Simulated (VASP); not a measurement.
Here is the system:

```
Mg
1.0
    1.59551    -2.76351    -0.00798
    1.59551     2.76351    -0.00798
   -0.02546     0.00000     5.09157
Mg
2
Direct
  0.33333   0.66667   0.25000
  0.66667   0.33333   0.75000
```

Method: PBEsol GGA, VASP's PBE PAW potentials (set 64) (plane waves; VASP). Numerical set-up: 480 eV cut-off, 12×12×8 Γ-centred mesh, first-order Methfessel-Paxton smearing of 0.10 eV, potentials Mg.

Task: Predict the energy per atom (σ→0), band gap (on the k-mesh) with the smallest direct gap where there is one.

Result: 
| Property | Value |
|---|---|
| band gap (on the k-mesh) | none (metal, semimetal or under 0.01 eV) |
| energy per atom (σ→0) | -1.723 eV/atom |

Total energies compare only between runs with the same potentials, cut-off and functional.

The compound is Mg in the hcp structure. This cell was strained or had an atom moved on purpose.
